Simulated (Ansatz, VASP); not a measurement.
# NiTe2 (Melonite): VASP beside Ansatz

One calculation is typed for both programs; each brings its own data sets. How far apart do they land? The cell is taken from a series of runs on this material, whose earlier steps may have relaxed, scaled, displaced or heated it; both programs get it as it stands.

Program: Ansatz 0.2.0. Level of theory: plane waves, with VASP 6.6.1 beside it; zone-centre phonons at PBEsol. Results are calculated unless marked as measured.

## Step 1: Set-up

Symmetry: P-3m1, No. 164, trigonal system. The conventional cell has a = 3.836 Å, b = 3.836 Å, c = 5.134 Å, α = 90.00°, β = 90.00°, γ = 120.00°. Ni has 6 Te at 2.56 Å nearest. Nearest to Te lie 3 Ni at 2.56 Å. Farther neighbours and most contacts between anions are not listed.

## Step 2: Ansatz: zone-centre phonons, PBEsol

Ansatz runs on its PAW soft_1 files.

Second derivatives magnify differences that forces hide, and they need a tight electronic threshold.

Contents of input.yaml:

```yaml
crystal:
  lattice:
    - [3.8358833166, 0.0, 0.0]
    - [-1.9179416583, 3.3219723982, 0.0]
    - [0.0, 0.0, 5.133806882]
  atoms:
    - { symbol: Ni, position: [0.0, 0.0, 0.0] }
    - { symbol: Te, position: [0.3333333333, 0.6666666667, 0.2514370087] }
    - { symbol: Te, position: [0.6666666667, 0.3333333333, 0.7485629913] }
kpoints:
  mp_grid: { grid: [6, 6, 4] }
hamiltonian:
  xc: pbesol
  pseudopotentials: { kind: paw, azcp: { folder: soft_1 }, xc_functional: pbe }
scf:
  occupations: { method: methfessel_paxton, width: 0.2 }
output:
  eigenvalues: true
phonons:
  method: dfpt
  qmesh: [2, 2, 2]
  temperatures: { t_max: 1000, t_step: 50 }
  qpath:
    path:
      - [[0.0, 0.0, 0.0], [0.5, 0.0, 0.0], [0.33333333, 0.33333333, 0.0], [0.0, 0.0, 0.0], [0.0, 0.0, 0.5], [0.5, 0.0, 0.5], [0.33333333, 0.33333333, 0.5], [0.0, 0.0, 0.5]]
      - [[0.5, 0.0, 0.5], [0.5, 0.0, 0.0]]
      - [[0.33333333, 0.33333333, 0.5], [0.33333333, 0.33333333, 0.0]]
    npoints: 10
```

Command:

```sh
> ansatz run input.yaml --threads 4 --pin off --max-ram 12288MiB --backend cpu --events-out ev --progress --plain --runs-dir out
```

Numbers of over 12 decimals in the logs are rounded to 6 here.

Log:

```text
Warning: phonons: the dynamical matrix that this run interpolates holds no multipole term above the dipole-dipole one, and a site of this crystal is no centre of inversion, so its interpolated transverse optical and acoustic branches and sound speeds can stay off near Gamma, and the density of states and the thermodynamics with them. What a run solves at a wave vector of phonons.qpoints, Gamma apart, where the deck admits one, is free of this, and under fd what a larger phonons.supercell samples
Engine: ansatz 0.2.0, x86_64-unknown-linux-gnu
Pseudopotentials: kind: paw
Pseudopotential: Ni, paw, valence charge 18, recommended cutoff 420 eV (normal), soft_1/Ni.paw.azcp
Pseudopotential: Te, paw, valence charge 16, recommended cutoff 420 eV (normal), soft_1/Te.paw.azcp
Functional definition: PBEsol
  exchange = pbesol_x
  correlation = pbesol_c
Crystal: 3 atoms, lattice volume = 65.419 Å³
Basis set: ecut = 420 eV, 1277 PW (Γ), exchange–correlation on 54×54×72 points (8 copies of the dense FFT grid, shifted against one another)
Bands: 30, of which v1, the nominal top of the filled ones, is band 25 counted from 1 (24 counted from 0)
Symmetry: 12 space group operations
k-points: 24 of 144
Non-local potential: Ni, projectors of the file, l = 0: 3, l = 1: 2, l = 2: 3, l = 3: 1
Non-local potential: Te, projectors of the file, l = 0: 2, l = 1: 2, l = 2: 2, l = 3: 1
PAW form: soft (Blöchl's): semilocal exchange-correlation on the pseudo side does not see the compensation charge
PAW frozen core: Ni, regenerated for the run's functional, and the local potential with it (the file was generated under x = pbe(κ = 0.804, μ = 0.219515), c = pbe(β = 0.066725))
PAW frozen core: Te, regenerated for the run's functional, and the local potential with it (the file was generated under x = pbe(κ = 0.804, μ = 0.219515), c = pbe(β = 0.066725))
PAW one-centre angular grid: Ni, 590 points (default); XC on 64 Gauss nodes
PAW one-centre angular grid: Te, 590 points (default); XC on 64 Gauss nodes
Initial density: superposition of atomic densities (chi_scale 0.1, normalization cell, long waves kept (reshape's long-wave potential 0.01 eV rms))
Initial wavefunctions: pseudopotential atomic-orbital guess
Functional: x = pbesol(κ = 0.804, μ = 0.123457), c = pbesol(β = 0.046)
SCF iter   1: F=—  HF=-19612.809127 eV  |F-HF|=—  |Δ(HF+E_count)|=         —  Δρ=1.90e-1  dr2=2.49e1  ethr=3.10e-3  ⟨swp⟩=6.9  Hψ=3251  notcnv=0
preconditioner: auto → Kerker (q_TF=auto, 2.609 Å⁻¹)  [metal: Δε(μ)=0.086 eV  Ē_g=9.605 eV  σ=0.200 eV  W_gap=0.35  n_scr=22 (ndim 8)  ℏωp=21.5 eV  f_vac=0.001  D(μ)=1.76/eV (n_scr^D=8)]
SCF iter   2: F=—  HF=-19612.646206 eV  |F-HF|=—  |Δ(HF+E_count)|=   1.63e-1  S|Δr|=    0.00e0  Δρ=2.92e-1  dr2=3.12e1  ethr=3.10e-3  ⟨swp⟩=4.0  Hψ=1959  notcnv=0  defer=8
SCF iter   3: F=—  HF=-19609.590261 eV  |F-HF|=—  |Δ(HF+E_count)|=    3.06e0  S|Δr|=    0.00e0  Δρ=6.34e-2  dr2=1.51e0  ethr=3.10e-3  ⟨swp⟩=2.9  Hψ=1666  notcnv=0  defer=7
SCF iter   4: F=—  HF=-19609.597930 eV  |F-HF|=—  |Δ(HF+E_count)|=   7.67e-3  S|Δr|=    0.00e0  Δρ=1.53e-1  dr2=1.15e1  ethr=3.02e-3  ⟨swp⟩=3.0  Hψ=1279  notcnv=0  defer=8  recentre
SCF iter   5: F=—  HF=-19609.162723 eV  |F-HF|=—  |Δ(HF+E_count)|=   4.35e-1  S|Δr|=    0.00e0  Δρ=6.89e-2  dr2=2.68e0  ethr=3.02e-3  ⟨swp⟩=2.0  Hψ=1126  notcnv=0  defer=7
SCF iter   6: F=—  HF=-19608.968701 eV  |F-HF|=—  |Δ(HF+E_count)|=   1.94e-1  S|Δr|=    0.00e0  Δρ=3.87e-3  dr2=1.82e-2  ethr=3.02e-3  ⟨swp⟩=2.0  Hψ=855  notcnv=0  defer=7
SCF iter   7: F=—  HF=-19608.973706 eV  |F-HF|=—  |Δ(HF+E_count)|=   5.01e-3  S|Δr|=    0.00e0  Δρ=4.36e-3  dr2=1.49e-2  ethr=3.64e-5  ⟨swp⟩=2.0  Hψ=1047  notcnv=0  defer=7
SCF iter   8: F=—  HF=-19608.972959 eV  |F-HF|=—  |Δ(HF+E_count)|=   7.47e-4  S|Δr|=    0.00e0  Δρ=1.69e-3  dr2=1.97e-3  ethr=2.98e-5  ⟨swp⟩=1.3  Hψ=720  notcnv=0  defer=7
SCF iter   9: F=—  HF=-19608.972864 eV  |F-HF|=—  |Δ(HF+E_count)|=   9.53e-5  S|Δr|=    0.00e0  Δρ=9.46e-4  dr2=6.13e-4  ethr=3.95e-6  ⟨swp⟩=1.2  Hψ=716  notcnv=0  defer=7
SCF iter  10: F=—  HF=-19608.972816 eV  |F-HF|=—  |Δ(HF+E_count)|=   4.78e-5  S|Δr|=    0.00e0  Δρ=1.82e-4  dr2=2.20e-5  ethr=1.23e-6  ⟨swp⟩=1.0  Hψ=713  notcnv=0  defer=7
SCF iter  11: F=—  HF=-19608.972802 eV  |F-HF|=—  |Δ(HF+E_count)|=   1.43e-5  S|Δr|=    0.00e0  Δρ=3.09e-5  dr2=8.85e-7  ethr=4.41e-8  ⟨swp⟩=2.0  Hψ=868  notcnv=0  defer=7
SCF iter  12: F=—  HF=-19608.972804 eV  |F-HF|=—  |Δ(HF+E_count)|=   1.80e-6  S|Δr|=    0.00e0  Δρ=1.12e-5  dr2=8.16e-8  ethr=1.77e-9  ⟨swp⟩=2.1  Hψ=871  notcnv=0  defer=7
SCF iter  13: F=—  HF=-19608.972804 eV  |F-HF|=—  |Δ(HF+E_count)|=   2.98e-9  S|Δr|=    0.00e0  Δρ=1.95e-6  dr2=3.17e-9  ethr=1.63e-10  ⟨swp⟩=1.7  Hψ=813  notcnv=0  defer=7
SCF iter  14: F=—  HF=-19608.972804 eV  |F-HF|=—  |Δ(HF+E_count)|=  4.37e-10  S|Δr|=    0.00e0  Δρ=8.99e-7  dr2=7.53e-10  ethr=6.33e-12  ⟨swp⟩=3.0  Hψ=1383  notcnv=0  defer=7
SCF iter  15: F=—  HF=-19608.972804 eV  |F-HF|=—  |Δ(HF+E_count)|=  1.75e-10  S|Δr|=    0.00e0  Δρ=2.58e-7  dr2=4.75e-11  ethr=1.51e-12  ⟨swp⟩=3.0  Hψ=1354  notcnv=0  defer=7
SCF iter  16: F=-19608.972804 eV  HF=-19608.972804 eV  |F-HF|=0.00e0  |Δ(HF+E_count)|=    0.00e0  S|Δr|=    0.00e0  Δρ=6.49e-8  dr2=3.05e-12  ethr=1.00e-12  ⟨swp⟩=8.2  Hψ=3492  notcnv=0
[...]
preconditioner: auto → Kerker (q_TF=auto, 2.609 Å⁻¹)  [metal: Δε(μ)=0.118 eV  Ē_g=8.380 eV  σ=0.200 eV  W_gap=0.43  n_scr=22 (ndim 8)  ℏωp=21.5 eV  f_vac=0.008  D(μ)=1.38/eV (n_scr^D=8)]
SCF iter   2: F=—  HF=-19608.972804 eV  |F-HF|=—  |Δ(HF+E_count)|=   7.13e-6  S|Δr|=    0.00e0  Δρ=2.90e-7  dr2=2.64e-11  ethr=1.00e-12  ⟨swp⟩=4.0  Hψ=2182  notcnv=0
SCF iter   3: F=-19608.972804 eV  HF=-19608.972804 eV  |F-HF|=7.28e-12  |Δ(HF+E_count)|=  7.28e-12  S|Δr|=    0.00e0  Δρ=1.72e-7  dr2=8.45e-12  ethr=1.00e-12  ⟨swp⟩=5.2  Hψ=2322  notcnv=0
SCF 2 converged in 3 iterations: F = -19608.972804 eV  dr2 = 8.45e-12
phonons: the bands overlap, so this run is a metal and interpolates without the dipole-dipole term. If the crystal is really an insulator or semiconductor, its LO-TO splitting is missing
NSCF: frozen V_eff on 24 k-points
WARN: eigensolver did not converge (k=4): 1 band(s) unlocked after 20 sweeps at ethr=2.01e-12 eV (storage-precision floor; scheduled 1.00e-12 eV) (lowest unlocked band 29, counted from 0; max residual 2.59e-5 eV among the unlocked bands, 2.59e-5 eV over every band; other slots of this pass that fall short are told together in one closing line; warning suppressed until the next SCF loop or pass starts)
WARN: eigensolver did not converge in 2 slots of this pass, the one above among them; of largest residual over every band (k=8): 1 band(s) unlocked (lowest unlocked band 29, counted from 0; max residual 8.26e-5 eV among the unlocked bands, 8.26e-5 eV over every band); of lowest unlocked band (k=4): band 29
NSCF: frozen V_eff on 47 k-points
DFPT response loops at q = (0, 0, 0) (fractional): preconditioner auto → Kerker (q_TF=auto, 2.609 Å⁻¹) (partly filled bands, converged f_vac=0.008); β = 1.00, the filter's whole step (`scf.mixing.beta` (0.50) is not read by the response loops under this deck's `scf.mixing.preconditioner`; to damp them name `kerker` or `kerker_dos`, under which they read `scf.mixing.beta`, and type it under 1.00, their step now; both keys bind the ground state too); Broyden in place of MSR1
NSCF: frozen V_eff on 94 k-points
DFPT response loops at q = (0, 0, -0.5) (fractional): mixed as the last ones told, above
NSCF: frozen V_eff on 94 k-points
DFPT response loops at q = (0, -0.5, 0) (fractional): mixed as the last ones told, above
NSCF: frozen V_eff on 94 k-points
DFPT response loops at q = (0, -0.5, -0.5) (fractional): mixed as the last ones told, above
SCF converged after 16 iterations
Stability not checked: this state was not tested for a lower state beside it, because cold or Methfessel-Paxton smearing, or corrected tetrahedra, fill the levels in a way that the test cannot read (fill_not_monotonic; see scf.lower_state_search)
Free energy (F): -19608.972804 eV
Harris-Foulkes:  -19608.972804 eV  (|F-HF|=0.00e0)
Internal energy: -19608.975243 eV  (E = F + TS)
E sigma→0 (E₀):  -19608.973414 eV
Entropy (-TS):   0.002440 eV (0.813 meV/atom)
Fermi energy:    12.945782 eV
--- Per-component energies (eV) ---
  E_band       = -789.171506
  E_kinetic    = 688.931949
  E_local      = -6880.982888  (includes V_loc(G=0)·N_el)
  E_nonlocal   = 20.447619
  E_hartree    = 3561.518185
  E_xc         = -357.185324
  E_vxc        = -351.780408  (∫ρ·V_xc dr)
  E_paw        = -10808.934277  (= ΣΔE_a)
  E_vpaw       = -1388.825370  (= ΣTr[D̂ρ^β])
  E_aug_tail   = 0.001086  (compensation charges beyond the density's cutoff)
  E_ewald      = -5833.718503
  E_core_change = 0.946912  (= ΣΔE_core)
  E_smearing   = 0.002440  (= −TS)
  E_closure    = -0.000000  (closes the sum)
  Σ components = -19608.972804   (vs F -19608.972804, Δ=0.00e0)
--- Band table (eV; the first three rows and the last of 24) ---
  k-point 0: bands = [... 21 lower, 11.1874, 13.1450, 13.1450, 13.7677, 13.7677, 15.4455, 16.2333, 18.3948, ... 1 higher]
  k-point 1: bands = [... 21 lower, 11.1945, 12.7704, 12.7704, 14.0154, 14.2406, 14.2406, 16.6617, 18.6673, ... 1 higher]
  k-point 2: bands = [... 21 lower, 11.1594, 12.2421, 12.5275, 12.5275, 14.6083, 14.6083, 17.4650, 18.1555, ... 1 higher]
  k-point 23: bands = [... 21 lower, 10.3217, 10.8261, 11.1059, 11.1059, 15.2499, 15.2499, 19.9855, 19.9855, ... 1 higher]
--- Phonons (Γ-DFPT): 4 representative perturbations + reference (Σ response iterations 12) ---
  ASR residual: 7.236e-5 → 0.000e0 eV/Å²; symmetrization residual: 7.751e-6 eV/Å²
  ASR residual per site (eV/Å²): 3.49e-5 7.24e-5 7.24e-5
  Γ frequencies (cm⁻¹): 0.00 0.00 0.00 98.35 98.35 157.74 208.12 227.31 227.31
--- Phonons (arbitrary-q DFPT): 4 irreducible q on the 2×2×2 mesh ---
  q = [0.0000, 0.0000, 0.0000] (star 1, of the zone-centre solve; hermiticity 1.71e-6, symmetrization 2.54e-12): -0.00 0.00 0.00 98.35 98.35 157.74 208.12 227.31 227.31
  q = [0.0000, 0.0000, -0.5000] (star 1, 4 solved perturbations in 142 linear systems a pass and spin channel, the states on 47 of 144 k-point pairs; hermiticity 1.71e-5, symmetrization 1.52e-5): 34.48 34.48 68.45 102.70 102.70 138.23 199.52 221.57 221.57
  q = [0.0000, -0.5000, 0.0000] (star 3, 6 solved perturbations on 47 of 144 k-point pairs; hermiticity 6.71e-7, symmetrization 1.35e-13): 79.68 83.25 95.15 102.34 113.36 140.27 197.25 214.57 223.22
  q = [0.0000, -0.5000, -0.5000] (star 3, 6 solved perturbations on 47 of 144 k-point pairs; hermiticity 5.73e-6, symmetrization 3.71e-6): 67.94 70.21 77.57 94.86 132.97 148.19 199.47 222.33 225.50
  sum rule: each row above includes the acoustic sum rule's correction from the zone centre's row sums; it moved no ω² by more than (0.40 cm⁻¹)²
  mesh force constants: q→R imaginary residual 2.26e-17; ASR residual 7.236e-5 → 0.000e0 eV/Å²; symmetrization residual 7.994e-15 eV/Å²
  interpolated dispersion: 93 rows × 9 modes
  density of states and harmonic sums: on the 20×20×12 q-mesh, interpolated from the force constants of a 2×2×2 supercell (no non-analytic term)
  largest difference from the sums on the solved wave vectors: F 9.03e-2 eV, S 1.23e-4 and C_V 3.23e-5 eV/K
  zero-point energy: 0.075392 eV/cell   skipped modes (ω ≤ 0): 3   left out of the sums: 6.94e-5 of the cell's modes: C_V's classical limit lies that fraction below 3 k_B per atom; for a crystal, a wire or a layer, F and S can be off by more, and a phonons.interpolated_qmesh denser along its periods is the remedy for the sampling
```

(Continued in part 2 of 2.)

[Lines on the potential files, build, host, timing and source positions are cut from VASP's logs without a mark.]

[Logs are printed without paths, hosts, clocks, repeated set-up lines and the standing remarks that a program may print on its own settings, such as how far it seeks lower states.]

[Hosts, paths, dates, database ids (printed as entryN), source tags and the programs' standing remarks are cut or masked in the printed files.]
